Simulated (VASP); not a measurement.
Here is the system:

```xyz
7
Lattice="4.6509 -2.1662 -0.0118 4.6509 2.1662 -0.0118 3.6511 0.0000 3.6046" Properties=species:S:1:pos:R:3 pbc="T T T"
Ca     4.6509    -2.1662    -0.0118
C      6.4764     1.4435     1.7905
C      6.1433    -0.7218     2.9954
C      6.8095    -0.7218     0.5855
C      6.4764    -1.4435     1.7905
C      6.8095     0.7218     0.5855
C      6.1433     0.7218     2.9954
```

Level of theory: r2SCAN meta-GGA, VASP's PBE PAW potentials (set 64) (plane waves; VASP). Numerical set-up: 520 eV cut-off, 10×10×10 Γ-centred mesh, tetrahedra with Blöchl corrections, potentials Ca_sv C.

The cores are frozen, which limits the accuracy of field gradients.

Problem. Give the principal components of the electric field gradient (V/Å²) and the asymmetry η at each nucleus.

Solution. 
```json
[
 {"atom": "Ca1", "Vxx": "19.9", "Vyy": "19.9", "Vzz": "-39.7", "η": "0.00"},
 {"atom": "C2", "Vxx": "-5.1", "Vyy": "-4.2", "Vzz": "9.3", "η": "0.09"},
 {"atom": "C3", "Vxx": "-5.1", "Vyy": "-4.2", "Vzz": "9.3", "η": "0.09"},
 {"atom": "C4", "Vxx": "-5.1", "Vyy": "-4.2", "Vzz": "9.3", "η": "0.09"},
 {"atom": "C5", "Vxx": "-5.1", "Vyy": "-4.2", "Vzz": "9.3", "η": "0.09"},
 {"atom": "C6", "Vxx": "-5.1", "Vyy": "-4.2", "Vzz": "9.3", "η": "0.09"},
 {"atom": "C7", "Vxx": "-5.1", "Vyy": "-4.2", "Vzz": "9.3", "η": "0.09"}
]
```

The compound is CaC6 in the sg166 structure. It was relaxed first.
